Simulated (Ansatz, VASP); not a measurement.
**EuMo: the functional in 2 programs**

The cell as given:

Symmetry: Pm-3m, No. 221, cubic system. Conventional cell: a = 3.531 Å, b = 3.531 Å, c = 3.531 Å, α = 90.00°, β = 90.00°, γ = 90.00°. Around Eu (site symmetry m-3m) lie 8 Mo at 3.06 Å. Around Mo (site symmetry m-3m) lie 8 Eu at 3.06 Å.

The cell comes from a database or a generator and needn't be the stable form of this composition.

Kept alike: task relaxation of cell and atoms; k mesh 6 × 6 × 6; occupations fermi-dirac, width 0.05 eV; collinear spin, ferromagnetic start. The mesh is that of the run's cell of 2 atoms. No spin-orbit coupling.

- A: Ansatz, Ansatz PAW, made for PBE, cutoff 420 eV
- B: VASP, PBE PAW files Eu, Mo_sv, 600 eV, made for PBE

| functional | A: largest site moment (μB) | B: largest site moment (μB) |
| --- | --- | --- |
| BLYP | 6.45 | 6.31 |
| LDA | 6.35 | 6.27 |
| PBE | 6.41 | 6.29 |
| PBEsol | 6.37 | 6.28 |
| RPBE | 6.46 | 6.30 |
| revPBE | 6.44 | 6.28 |

Magnetic runs hold the state that their start led to. Site moments count inside spheres or projectors that differ between programs. Values on potentials made for another functional: A at BLYP, LDA, PBEsol, RPBE, revPBE; B at BLYP, LDA, PBEsol, RPBE, revPBE. Values hold for each row's relaxed cell, which stops near the pressure aimed at (zero). Ansatz's stress holds its Pulay term. For a metal such a mesh leaves the last digits unconverged.

**Question.** How large is the effect of the functional, and do the programs agree on it?

**Answer.** From LDA to RPBE the largest site moment moves by +0.11 in A, +0.03 in B (μB). Row by row the programs differ by 0.08 to 0.16, and the shifts point the same way but differ by 73 % of the larger. Shifts from LDA: BLYP +0.10, +0.04; PBE +0.06, +0.02; PBEsol +0.02, +0.01; RPBE +0.11, +0.03; revPBE +0.09, +0.01; the programs' shifts differ by up to 0.08.
